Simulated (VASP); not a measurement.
A convergence study with VASP on BP (zinc blende): a few settings are varied, all else stays as given below, so the limit is that of these other settings. The cell's lengths are 1 % over those of the tabulated start and one atom is moved, so it is off equilibrium.

```
BP
1.0
    0.00000     2.29270     2.29270
    2.29270     0.00000     2.29270
    2.29270     2.29270     0.00000
B P
1 1
Direct
  0.00000   0.00000   0.00000
  0.23678   0.26322   0.26322
```

These are LDA (Ceperley-Alder, Perdew-Zunger), VASP's LDA PAW potentials (set 64) (plane waves; VASP 6.6.1) values and carry that method's errors. The last row used: 900 eV cut-off, 8×8×8 Γ-centred mesh, Gaussian smearing of 0.050 eV, potentials B P_h.

Gaps are read on the run's mesh, which can miss a band edge. Energies of different potentials or hybrids have different zeros.

| setting | E (eV/atom) | pressure (GPa) | gap on the mesh (eV) | plane waves |
|---|---|---|---|---|
| ENCUT = 300, POTCAR B P | -7.1503 | -10.63 | 0.758 | 295 |
| ENCUT = 520, POTCAR B P | ? | ? | ? | 660 |
| ENCUT = 900, POTCAR B P | -7.1604 | -9.54 | 0.766 | 1490 |
| ENCUT = 300, POTCAR B_s P | -7.1514 | -9.84 | 0.762 | 295 |
| ENCUT = 400, POTCAR B_s P | -7.1554 | -9.52 | 0.766 | 445 |
| ENCUT = 520, POTCAR B_s P | -7.1567 | -9.47 | 0.766 | 660 |
| ENCUT = 700, POTCAR B_s P | -7.1571 | -9.42 | 0.766 | 1036 |
| ENCUT = 900, POTCAR B_s P | -7.1572 | -9.42 | 0.766 | 1490 |
| ENCUT = 300, POTCAR B_h P | -7.0021 | -15.97 | 0.647 | 295 |
| ENCUT = 400, POTCAR B_h P | -7.0783 | -13.35 | 0.702 | 445 |
| ENCUT = 520, POTCAR B_h P | -7.1330 | -11.36 | 0.750 | 660 |
| ENCUT = 700, POTCAR B_h P | -7.1566 | -9.98 | 0.763 | 1036 |
| ENCUT = 900, POTCAR B_h P | -7.1598 | -9.56 | 0.766 | 1490 |
| ENCUT = 300, POTCAR B P_h | ? | ? | 0.763 | 295 |
| ENCUT = 400, POTCAR B P_h | -7.1513 | -9.47 | 0.763 | 445 |
| ENCUT = 520, POTCAR B P_h | -7.1549 | -9.43 | 0.763 | 660 |
| ENCUT = 700, POTCAR B P_h | -7.1563 | -9.33 | 0.762 | 1036 |
| ENCUT = 900, POTCAR B P_h | -7.1563 | -9.33 | 0.763 | 1490 |

What belongs in the gaps?

- ENCUT = 520, POTCAR B P, E (eV/atom): -7.1592
- ENCUT = 520, POTCAR B P, pressure (GPa): -9.57
- ENCUT = 520, POTCAR B P, gap on the mesh (eV): 0.765
- ENCUT = 300, POTCAR B P_h, E (eV/atom): -7.1351
- ENCUT = 300, POTCAR B P_h, pressure (GPa): -10.14

Left out are rungs that failed or repeat a setting and relaxations that didn't move; long series are thinned to 24 rows.

The compound is BP in the zinc blende structure. The cell was not relaxed at this level, it is distorted from the ideal structure.
